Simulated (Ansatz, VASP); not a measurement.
**Cross-check of C between VASP and Ansatz**

One calculation is typed for both programs; each brings its own data sets. How far apart do they land? The cell is taken from a series of runs on this material, whose earlier steps may have relaxed, scaled, displaced or heated it; both programs get it as it stands.

Calculated with Ansatz 0.2.0; plane waves, with VASP 6.6.1 beside it; LDA.

## 1. The structure

The cell holds 2 atoms: 2 C. Cell: a = 2.445 Å, b = 2.445 Å, c = 23.800 Å, α = 90.0°, β = 90.0°, γ = 120.0°. Vacuum lies along c.

## 2. Ansatz: zone-centre phonons, LDA

Ansatz runs on its default PAW (the set named soft_2) files.

Second derivatives magnify differences that forces hide, and they need a tight electronic threshold.

File input.yaml:

```yaml
crystal:
  lattice:
    - [2.4447053745, 0.0, 0.0]
    - [-1.2223526873, 2.1171769591, 0.0]
    - [0.0, 0.0, 23.8]
  atoms:
    - { symbol: C, position: [0.3333333333, 0.6666666667, 0.4201680672] }
    - { symbol: C, position: [0.6666666667, 0.3333333333, 0.4201680672] }
  periodic: [true, true, false]
kpoints:
  mp_grid: { grid: [21, 21, 1] }
hamiltonian:
  xc: lda
scf:
  occupations: { method: methfessel_paxton, width: 0.15 }
output:
  eigenvalues: true
phonons:
  method: dfpt
```

Command:

```sh
ansatz run input.yaml --threads 8 --pin off --max-ram 14336MiB --backend cpu --events-out ev --progress --plain --runs-dir out
```

Numbers of over 12 decimals in the logs are rounded to 6 here.

Output:

```text
Warning: crystal.symmetry: narrowed to the stabiliser of the run's FFT grids — unitary ops 24 → 12. A phonons.method: dfpt run fills in the rows of the dynamical matrix that it does not solve by its symmetry operations, which is exact only for operations that map its FFT grids onto themselves: filled in by any other, the frequencies could depend on the order in which like atoms are typed, or, by more than the grids' own error, on where the crystal sits among the grids' points. Excluded: 12 operations. The run can therefore solve more perturbations, solve them on more k-points, or both, and cost more. [rest of the remark cut]
Engine: ansatz 0.2.0, aarch64-unknown-linux-gnu
Pseudopotentials: kind: paw
Pseudopotential: C, paw, valence charge 4, recommended cutoff 420 eV (normal), C.paw.azcp
Functional definition: SPW92
  exchange = slater_x
  correlation = pw_c
Crystal: 2 atoms, lattice volume = 123.186 Å³
Basis set: ecut = 420 eV, 2341 PW (Γ), exchange–correlation on 36×36×320 points (8 copies of the dense FFT grid, shifted against one another)
Bands: 8, of which v1, the nominal top of the filled ones, is band 4 counted from 1 (3 counted from 0)
Symmetry: 24 space group operations
k-points: 121 of 441 (irreducible under 2 space group operations, time reversal used)
Non-local potential: C, projectors of the file, l = 0: 2, l = 1: 2, l = 2: 1
PAW form: soft (Blöchl's): semilocal exchange-correlation on the pseudo side does not see the compensation charge
PAW frozen core: C, regenerated for the run's functional, and the local potential with it (the file was generated under x = pbe(κ = 0.804, μ = 0.219515), c = pbe(β = 0.066725))
PAW one-centre angular grid: C, 110 points (default); XC on 64 Gauss nodes
Initial density: superposition of atomic densities (neutral atoms: chi_scale 0, normalization atom), corrected by the library's trained network
Initial wavefunctions: pseudopotential atomic-orbital guess
Functional: x = slater, c = lda
SCF iter   1: F=—  HF=-485.916827 eV  |F-HF|=—  |Δ(HF+E_count)|=         —  Δρ=2.58e-3  dr2=3.13e-3  ethr=1.77e-3  ⟨swp⟩=7.9  Hψ=9195  notcnv=0
preconditioner: auto → LDOS  [metal: Δε(μ)=0.000 eV  Ē_g=16.343 eV  σ=0.150 eV  W_gap=0.00  n_scr=12 (ndim 8)  ℏωp=9.5 eV  f_vac=0.813  D(μ)=0.10/eV (n_scr^D=2)  β→1.0]
SCF iter   2: F=—  HF=-485.917746 eV  |F-HF|=—  |Δ(HF+E_count)|=   9.19e-4  S|Δr|=    0.00e0  Δρ=3.75e-4  dr2=1.86e-4  ethr=3.91e-5  ⟨swp⟩=2.9  Hψ=3132  notcnv=0
SCF iter   3: F=—  HF=-485.917659 eV  |F-HF|=—  |Δ(HF+E_count)|=   8.71e-5  S|Δr|=    0.00e0  Δρ=8.23e-5  dr2=7.70e-6  ethr=2.33e-6  ⟨swp⟩=2.7  Hψ=1644  notcnv=0
SCF iter   4: F=—  HF=-485.917658 eV  |F-HF|=—  |Δ(HF+E_count)|=   9.33e-7  S|Δr|=    0.00e0  Δρ=7.65e-6  dr2=3.42e-8  ethr=9.63e-8  ⟨swp⟩=3.1  Hψ=1740  notcnv=0
SCF iter   5: F=—  HF=-485.917661 eV  |F-HF|=—  |Δ(HF+E_count)|=   2.56e-6  S|Δr|=    0.00e0  Δρ=6.70e-7  dr2=9.06e-10  ethr=4.28e-10  ⟨swp⟩=3.3  Hψ=1825  notcnv=0
SCF iter   6: F=—  HF=-485.917661 eV  |F-HF|=—  |Δ(HF+E_count)|=   2.86e-9  S|Δr|=    0.00e0  Δρ=9.85e-8  dr2=1.26e-11  ethr=1.13e-11  ⟨swp⟩=2.9  Hψ=1684  notcnv=0
SCF iter   7: F=-485.917661 eV  HF=-485.917661 eV  |F-HF|=4.21e-12  |Δ(HF+E_count)|=  1.71e-11  S|Δr|=    0.00e0  Δρ=7.02e-9  dr2=1.38e-13  ethr=1.00e-12  ⟨swp⟩=13.8  Hψ=8143  notcnv=0
SCF 1 converged in 7 iterations: F = -485.917661 eV  dr2 = 1.38e-13
  greatest PAW one-centre occupation: 0.671 electrons in one spin orbital (limit 2), on the C atom at site 1 (counted from 0), in its partial waves of l = 0
DFPT response loops at Γ: preconditioner auto → none (partly filled bands, converged f_vac=0.822); β = 0.50; Broyden in place of MSR1
SCF converged after 7 iterations
Stability not checked: this state was not tested for a lower state beside it, because cold or Methfessel-Paxton smearing, or corrected tetrahedra, fill the levels in a way that the test cannot read (fill_not_monotonic; see scf.lower_state_search)
Free energy (F): -485.917661 eV
Harris-Foulkes:  -485.917661 eV  (|F-HF|=4.21e-12)
Internal energy: -485.917277 eV  (E = F + TS)
E sigma→0 (E₀):  -485.917565 eV
Entropy (-TS):   -0.000384 eV (-0.192 meV/atom)
Fermi energy:    -4.479772 eV
Step filling:    the computed levels leave a gap of 0.0000 eV = 0.0 smearing widths at the electron count; against every level under it full and every level over it empty, smearing changes F+E_penalty+E_count by -0.384 meV and its σ→0 estimate by -0.288 meV
--- Per-component energies (eV) ---
  E_band       = -109.134918
  E_kinetic    = 183.049286
  E_local      = -6250.384430  (includes V_loc(G=0)·N_el)
  E_nonlocal   = 57.150739
  E_hartree    = 3017.475614
  E_xc         = -95.216388
  E_vxc        = -118.385641  (∫ρ·V_xc dr)
  E_paw        = -183.935809  (= ΣΔE_a)
  E_vpaw       = -15.516105  (= ΣTr[D̂ρ^β])
  E_aug_tail   = 0.000020  (compensation charges beyond the density's cutoff)
  E_ewald      = 2785.818026
  E_core_change = 0.125665  (= ΣΔE_core)
  E_smearing   = -0.000384  (= −TS)
  E_closure    = 0.000000  (closes the sum)
  Σ components = -485.917661   (vs F -485.917661, Δ=0.00e0)
--- Band table (eV; the first three rows and the last of 121) ---
  k-point 0: bands = ["-23.9867", "-12.2973", "-7.5024", "-7.5024", "-1.1450 (-1.1451°)", "-0.2073 (-0.2214°)", "0.4539", "0.7172"]
  k-point 1: bands = ["-23.9327", "-12.2316", "-7.7188", "-7.6214", "-1.0716 (-1.0718°)", "-0.1325 (-0.1464°)", "0.5296", "0.7926"]
  k-point 2: bands = ["-23.7708", "-12.0354", "-8.3290", "-7.9474", "-0.8514 (-0.8515°)", "0.0919 (0.0783°)", "0.7566", "1.0184"]
  k-point 120: bands = ["-20.0458", "-14.5533", "-13.2158", "-7.7064", "-1.1296", "4.3231 (4.3231°)", "5.1827", "6.1271"]
  ° read free of the cell's end (the report's vacuum.weakly_bound_levels)
--- Phonons (Γ-DFPT): 2 representative perturbations + reference, on 121 of 441 k-points (Σ response iterations 10) ---
  ASR residual: 1.282e-5 → 0.000e0 eV/Å²; symmetrization residual: 5.440e-7 eV/Å²
  The last average, over the group as it would stand without the narrowing to the FFT grids, took up to 1.421e-14 eV/Å² of the zone centre's force constants
  ASR residual per site (eV/Å²): 1.28e-5 1.28e-5
  Γ frequencies (cm⁻¹): 0.00 0.00 0.00 897.84 1549.18 1549.18
  non-analytic LO–TO correction: not included (Born effective charges unavailable; polar crystals: no LO–TO splitting at Γ)
```

Reading the cycles: dr2 is the Hartree energy of the density residual (eV), the measure of convergence; HF is the Harris–Foulkes estimate of the energy, which meets the free energy F at convergence.

## 3. VASP: zone-centre phonons, LDA

The same cell, functional (in two slightly different forms), mesh and smearing now go to VASP, with its own data sets.

Lines of VASP's logs that name or quote its potential files are left out, and so is its time.

File INCAR:

```
SYSTEM = C
PREC = Accurate
ENCUT = 600
EDIFF = 1E-08
NELM = 120
ISMEAR = 1
SIGMA = 0.15
LREAL = .FALSE.
ALGO = Normal
GGA = PW92
NBANDS = 10
LORBIT = 11
LWAVE = .FALSE.
LCHARG = .FALSE.
ISIF = 2
IBRION = 8
LASPH = .TRUE.
GGA_COMPAT = .FALSE.
NELMDL = -8
KPAR = 2
```

File POSCAR:

```
C
1.0
    2.4447053745      0.0000000000      0.0000000000
   -1.2223526873      2.1171769591      0.0000000000
    0.0000000000      0.0000000000     23.8000000000
C
2
Direct
    0.3333333332      0.6666666668      0.4201680672
    0.6666666666      0.3333333334      0.4201680672
```

File KPOINTS:

```
Automatic mesh
0
Gamma
21 21 1
0 0 0
```

PAW data sets: C (LDA family, release 64).

Command:

```sh
mpirun -np 2 vasp_std
```

Output:

```text
[banner, memory and clock lines left out]
running    2 mpi-ranks, on    1 nodes
 distrk:  each k-point on    1 cores,    2 groups
 distr:  one band on    1 cores,    1 groups

 POSCAR found type information on POSCAR C
 POSCAR found :  1 types and       2 ions
|                                                                             |
|               ----> ADVICE to this user running VASP <----                  |
|                                                                             |
|     You enforced a specific xc type in the INCAR file but a different       |
|     [... a line on the potential file left out ...]
|     I HOPE YOU KNOW WHAT YOU ARE DOING!                                     |
|                                                                             |

 LDA part: xc-table for (Slater(with rela. corr.)+PW92), standard interpolation
 POSCAR, INCAR and KPOINTS ok, starting setup
 FFT: planning ... GRIDC
 FFT: planning ... GRID_SOFT
 FFT: planning ... GRID
 WAVECAR not read
 entering main loop
       N       E                     dE             d eps       ncg     rms          rms(c)
DAV:   1     0.660191558368E+02    0.66019E+02   -0.34315E+03   960   0.639E+02
DAV:   2    -0.156264864464E+02   -0.81646E+02   -0.65527E+02  1408   0.122E+02
DAV:   3    -0.217118115239E+02   -0.60853E+01   -0.60834E+01  1378   0.487E+01
DAV:   4    -0.217658924052E+02   -0.54081E-01   -0.54073E-01  1556   0.513E+00
DAV:   5    -0.217660954390E+02   -0.20303E-03   -0.20302E-03  1404   0.287E-01
DAV:   6    -0.217660965356E+02   -0.10966E-05   -0.10965E-05  1490   0.189E-02
DAV:   7    -0.217660965478E+02   -0.12136E-07   -0.11649E-07  1476   0.134E-03
DAV:   8    -0.217660965470E+02    0.73123E-09   -0.63971E-10  1522   0.990E-05    0.667E+00
DAV:   9    -0.206299979662E+02    0.11361E+01   -0.10985E+00  1092   0.617E+00    0.381E+00
DAV:  10    -0.202192503549E+02    0.41075E+00   -0.13992E+00  1380   0.684E+00    0.991E-01
DAV:  11    -0.202109967750E+02    0.82536E-02   -0.28633E-02  1238   0.117E+00    0.181E-01
DAV:  12    -0.202099408566E+02    0.10559E-02   -0.10267E-03  1380   0.197E-01    0.110E-01
DAV:  13    -0.202073097289E+02    0.26311E-02   -0.50139E-03  1204   0.296E-01    0.115E-01
DAV:  14    -0.202073659884E+02   -0.56259E-04   -0.17005E-04  1282   0.721E-02    0.549E-02
[...]
DAV:  18    -0.202091986052E+02   -0.11935E-03   -0.59477E-06  1202   0.108E-02    0.270E-03
DAV:  19    -0.202092330503E+02   -0.34445E-04   -0.12828E-06  1128   0.401E-03    0.558E-03
DAV:  20    -0.202092449986E+02   -0.11948E-04   -0.82776E-08  1160   0.157E-03    0.110E-03
DAV:  21    -0.202092474201E+02   -0.24215E-05   -0.40327E-08  1094   0.729E-04    0.105E-03
DAV:  22    -0.202092483497E+02   -0.92960E-06   -0.16900E-08  1104   0.655E-04    0.100E-04
DAV:  23    -0.202092484240E+02   -0.74315E-07   -0.37793E-10  1262   0.116E-04    0.809E-05
DAV:  24    -0.202092484732E+02   -0.49169E-07   -0.50535E-10  1048   0.111E-04    0.912E-06
DAV:  25    -0.202092484755E+02   -0.23952E-08   -0.18495E-11  1248   0.266E-05
   1 F= -.20209248E+02 E0= -.20209121E+02  d E =-.383802E-03
 Linear response reoptimize wavefunctions to high precision
DAV:   1    -0.202092484785E+02   -0.29742E-08   -0.69611E-12   968   0.267E-05
DAV:   2    -0.202092484785E+02    0.27285E-11    0.38527E-12  1528   0.157E-06
 Linear response DOF=           2
 Linear response progress:
  Degree of freedom:   1/  2
       N       E                     dE             d eps       ncg     rms          rms(c)
RMM:   1    -0.127438751315E+00   -0.12744E+00    0.84462E-03  9525   0.228E+00
RMM:   2    -0.117475138007E+00    0.99636E-02   -0.45964E-03  8411   0.490E-01    0.251E-01
RMM:   3    -0.117452619784E+00    0.22518E-04   -0.87575E-04  6579   0.213E-01    0.135E-01
RMM:   4    -0.118630897918E+00   -0.11783E-02   -0.92912E-04  6437   0.208E-01    0.148E-02
RMM:   5    -0.118552000544E+00    0.78897E-04   -0.29254E-05  7245   0.344E-02    0.232E-03
RMM:   6    -0.118558205006E+00   -0.62045E-05   -0.15850E-06  7679   0.585E-03    0.736E-04
RMM:   7    -0.118548941780E+00    0.92632E-05   -0.17727E-07  8114   0.195E-03    0.237E-04
RMM:   8    -0.118551175079E+00   -0.22333E-05    0.50155E-08  8722   0.632E-04    0.452E-05
RMM:   9    -0.118550761262E+00    0.41382E-06    0.32492E-07  9232   0.201E-04    0.774E-06
RMM:  10    -0.118550837116E+00   -0.75854E-07    0.66255E-08  9625   0.664E-05    0.643E-06
RMM:  11    -0.118550775036E+00    0.62080E-07    0.33803E-08  9541   0.373E-05    0.778E-07
RMM:  12    -0.118550777951E+00   -0.29151E-08    0.37243E-09  9612   0.246E-05    0.156E-07
 first order change of Fermi-energy   0.11078E-05
 force on displaced ion       1 direction 1 : -52.974  -0.000   0.000
 Linear response progress:
  Degree of freedom:   2/  2
       N       E                     dE             d eps       ncg     rms          rms(c)
RMM:   1    -0.148801989418E+00   -0.14880E+00    0.62719E-02  1701   0.209E+00
RMM:   2    -0.149107487795E+00   -0.30550E-03   -0.21793E-03  1703   0.314E-01    0.198E-01
RMM:   3    -0.148861364111E+00    0.24612E-03   -0.72677E-04  1817   0.172E-01    0.102E-01
RMM:   4    -0.149145790955E+00   -0.28443E-03   -0.37501E-04  1761   0.122E-01    0.178E-02
RMM:   5    -0.148995070647E+00    0.15072E-03   -0.31881E-05  1781   0.314E-02    0.264E-03
RMM:   6    -0.148997952225E+00   -0.28816E-05   -0.43301E-07  1815   0.536E-03    0.110E-03
RMM:   7    -0.148988555686E+00    0.93965E-05   -0.11895E-07  1899   0.201E-03    0.302E-04
RMM:   8    -0.148996211643E+00   -0.76560E-05   -0.10507E-07  1848   0.111E-03    0.176E-04
RMM:   9    -0.148996066036E+00    0.14561E-06   -0.58606E-08  1979   0.601E-04    0.106E-04
RMM:  10    -0.148996542538E+00   -0.47650E-06   -0.51077E-08  2145   0.540E-04    0.395E-05
RMM:  11    -0.148996645915E+00   -0.10338E-06   -0.13267E-08  2200   0.264E-04    0.279E-05
RMM:  12    -0.148996663079E+00   -0.17164E-07   -0.51770E-09  2189   0.185E-04    0.947E-06
RMM:  13    -0.148996634487E+00    0.28592E-07    0.32405E-09  2200   0.135E-04    0.364E-06
RMM:  14    -0.148996669604E+00   -0.35118E-07    0.22149E-08  2198   0.517E-05    0.274E-06
RMM:  15    -0.148996658779E+00    0.10825E-07    0.50186E-09  2155   0.664E-05    0.115E-06
RMM:  16    -0.148996659520E+00   -0.74075E-09    0.65867E-09  2158   0.368E-05    0.762E-07
 first order change of Fermi-energy   0.42613E-04
 force on displaced ion       1 direction 3 :  -0.000   0.000 -17.758
 Linear response finished
```

OUTCAR, selected parts (step 3):

```text
ion  position               nearest neighbor table
   1  0.333  0.667  0.420-   2 1.41   2 1.41   2 1.41
   2  0.667  0.333  0.420-   1 1.41   1 1.41   1 1.41

  LATTYP: Found a hexagonal cell.
 ALAT       =     2.4447053745
 C/A-ratio  =     9.7353244478

 Subroutine GETGRP returns: Found 24 space group operations
 (whereof 12 operations were pure point group operations)

The static configuration has the point symmetry C_6v.
 The point group associated with its full space group is D_6h.

 Found     48 irreducible k-points:

   k-points           NKPTS =     48   k-points in BZ     NKDIM =     48   number of bands    NBANDS=     10

   dimension x,y,z NGX =    20 NGY =   20 NGZ =  192
   dimension x,y,z NGXF=    40 NGYF=   40 NGZF=  384

   ENCUT  =  600.0 eV  44.10 Ry    6.64 a.u.   4.88  4.88 47.53*2*pi/ulx,y,z

   NELECT =       8.0000    total number of electrons

 k-points in reciprocal lattice and weights: Automatic mesh
   0.00000000  0.00000000  0.00000000       0.002
   0.04761905  0.00000000  0.00000000       0.014
   0.09523810  0.00000000  0.00000000       0.014
   0.14285714  0.00000000  0.00000000       0.014
   0.19047619  0.00000000  0.00000000       0.014
   0.23809524  0.00000000  0.00000000       0.014
   0.28571429  0.00000000  0.00000000       0.014
   0.33333333  0.00000000  0.00000000       0.014
   0.38095238  0.00000000  0.00000000       0.014
[...]
0.33333333  0.28571429  0.00000000       0.027
   0.33333333  0.33333333  0.00000000       0.005

 average (electrostatic) potential at core
       1 -62.7195       2 -62.7195

  Total        0.0053475      0.0053475     -0.0438386     -0.0000000      0.0000000      0.0000000
  in kB        0.0695500      0.0695500     -0.5701729     -0.0000000      0.0000000      0.0000000
  external PRESSURE =      -0.1436910 kB  Pullay stress =       0.0000000 kB

  energy-cutoff  :      600.00
  volume of cell :      123.19
      direct lattice vectors                 reciprocal lattice vectors
     2.444705374  0.000000000  0.000000000     0.409047246  0.236163537  0.000000000
    -1.222352687  2.117176959  0.000000000     0.000000000  0.472327075  0.000000000
     0.000000000  0.000000000 23.800000000     0.000000000  0.000000000  0.042016807

 POSITION                                       TOTAL-FORCE (eV/Angst)
 -----------------------------------------------------------------------------------
     -0.00000      1.41145     10.00000         0.000000     -0.000000     -0.000000
      1.22235      0.70573     10.00000        -0.000000      0.000000      0.000000
 -----------------------------------------------------------------------------------
    total drift:                                0.000000     -0.000000      0.000004

 Eigenvectors and eigenvalues of the dynamical matrix
 ----------------------------------------------------

   1 f  =   46.431037 THz   291.734809 2PiTHz 1548.772685 cm-1   192.023253 meV
             X         Y         Z           dx          dy          dz
     -0.000000  1.411451 10.000000     0.423909   -0.565952    0.000000
      1.222353  0.705726 10.000000    -0.423909    0.565952    0.000000

   2 f  =   46.431037 THz   291.734809 2PiTHz 1548.772685 cm-1   192.023253 meV
             X         Y         Z           dx          dy          dz
     -0.000000  1.411451 10.000000     0.565952    0.423909    0.000000
      1.222353  0.705726 10.000000    -0.565952   -0.423909    0.000000

   3 f  =   26.882477 THz   168.907584 2PiTHz  896.702907 cm-1   111.176941 meV
             X         Y         Z           dx          dy          dz
     -0.000000  1.411451 10.000000     0.000000   -0.000000   -0.707107
      1.222353  0.705726 10.000000    -0.000000    0.000000    0.707107

   4 f/i=    0.000000 THz     0.000001 2PiTHz    0.000005 cm-1     0.000001 meV
             X         Y         Z           dx          dy          dz
     -0.000000  1.411451 10.000000     0.000000   -0.000000   -0.707107
      1.222353  0.705726 10.000000    -0.000000    0.000000   -0.707107

   5 f/i=    0.000001 THz     0.000003 2PiTHz    0.000017 cm-1     0.000002 meV
             X         Y         Z           dx          dy          dz
     -0.000000  1.411451 10.000000    -0.213138   -0.674220    0.000000
      1.222353  0.705726 10.000000    -0.213138   -0.674220    0.000000

   6 f/i=    0.000001 THz     0.000005 2PiTHz    0.000028 cm-1     0.000004 meV
             X         Y         Z           dx          dy          dz
     -0.000000  1.411451 10.000000    -0.674220    0.213138   -0.000000
      1.222353  0.705726 10.000000    -0.674220    0.213138    0.000000

 ELASTIC MODULI CONTR FROM IONIC RELAXATION (kBar)
 Direction    XX          YY          ZZ          XY          YZ          ZX
 --------------------------------------------------------------------------------
 XX         -22.1379     22.1379     -0.0000      0.0000     -0.0000     -0.0000
 YY          22.1379    -22.1379      0.0000      0.0000      0.0000      0.0000
 ZZ          -0.0000      0.0000     -0.0000     -0.0000     -0.0000     -0.0000
 XY           0.0000      0.0000     -0.0000    -22.1379      0.0000      0.0000
 YZ          -0.0000      0.0000     -0.0000      0.0000     -0.0000     -0.0000
 ZX          -0.0000      0.0000     -0.0000      0.0000     -0.0000     -0.0000
 --------------------------------------------------------------------------------
```

## 4. Differences

Known differences besides the potentials themselves: Ansatz cuts the interaction across the vacuum, VASP repeats the sheet without a dipole correction; the cutoff is 420 eV in Ansatz and 600 eV in VASP; VASP's log shows a relativistic correction to its local exchange, Ansatz's none. Total energies have different zeros and are not compared.

Both answers:

```
                  quantity  Ansatz    VASP  difference
     optical mode 1 (cm⁻¹)   897.8   896.7     +0.13 %
optical mode 2 to 3 (cm⁻¹)  1549.2  1548.8     +0.03 %
```

Modes are paired by rising frequency, not by their patterns, so a pair may set unlike modes beside each other; they are those without the splitting of longitudinal modes. Where the cell holds vacuum, a pressure given here is an average over it and none of the material.

## 5. Outcome

```json
{
  "r.m.s. difference of the optical zone-centre modes, each program's sorted by frequency (zone-centre phonons, LDA)": "0.74 cm⁻¹"
}
```

The r.m.s. difference of the optical zone-centre modes, each program's sorted by frequency is 0.74 cm⁻¹ (zone-centre phonons, LDA). How closely two codes agree says nothing of how well the functional describes the real material.

[Lines on the potential files, build, host, timing and source positions are cut from VASP's logs without a mark.]

[Logs are printed without paths, hosts, clocks, repeated set-up lines and the standing remarks that a program may print on its own settings, such as how far it seeks lower states.]

[Hosts, paths, dates, database ids (printed as entryN), source tags and the programs' standing remarks are cut or masked in the printed files.]
